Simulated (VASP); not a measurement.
Computed with revTPSS meta-GGA, VASP's PBE PAW potentials (set 64) (plane waves; VASP).

Input for VASP

KPOINTS:
```
Automatic
0
G
 11 11 11
```

POSCAR:
```
MgO
2.9892880
  0.0000000000   0.7071067652   0.7071067652
  0.7071067652   0.0000000000   0.7071067652
  0.7071067652   0.7071067652   0.0000000000
Mg O
1 1
Cartesian
  0.0000000000   0.0000000000   0.0000000000
  0.7071067652   0.7071067652   0.7071067652
```

### INCAR
```
SYSTEM = MgO
PREC = Accurate; ENCUT = 520; LREAL = .FALSE.
LASPH = .TRUE.
EDIFF = 1E-7; NELM = 100; ALGO = Normal
LMIXTAU = .TRUE.
ISMEAR = 0; SIGMA = 0.05
METAGGA = RTPSS
ISIF = 2
LWAVE = .FALSE.; LCHARG = .FALSE.
```

POTCAR, in this order: Mg O (PBE.64 set). Program: vasp_std.

Question: What does the run give for the energy per atom (σ→0), band gap (on the k-mesh)?

Answer: 
- energy per atom (σ→0): -7.547 eV/atom
- band gap (on the k-mesh): 4.67 eV

**OSZICAR**
```
...
DAV:  17    -0.150932873368E+02   -0.19706E-04   -0.69422E-06   920   0.414E-02    0.294E-03
DAV:  18    -0.150932877612E+02   -0.42443E-06   -0.12465E-06   944   0.133E-02    0.783E-04
DAV:  19    -0.150932882317E+02   -0.47051E-06   -0.50079E-08  1024   0.304E-03    0.666E-04
DAV:  20    -0.150932880945E+02    0.13724E-06   -0.28564E-08   544   0.165E-03    0.319E-04
DAV:  21    -0.150932885159E+02   -0.42137E-06   -0.88918E-09   488   0.100E-03    0.481E-05
DAV:  22    -0.150932883840E+02    0.13187E-06   -0.34455E-10   504   0.215E-04    0.721E-06
DAV:  23    -0.150932883768E+02    0.71880E-08   -0.57339E-11   496   0.718E-05
   1 F= -.15093288E+02 E0= -.15093288E+02  d E =-.457520E-15
```

The compound is MgO in the rock salt structure. It was relaxed first.
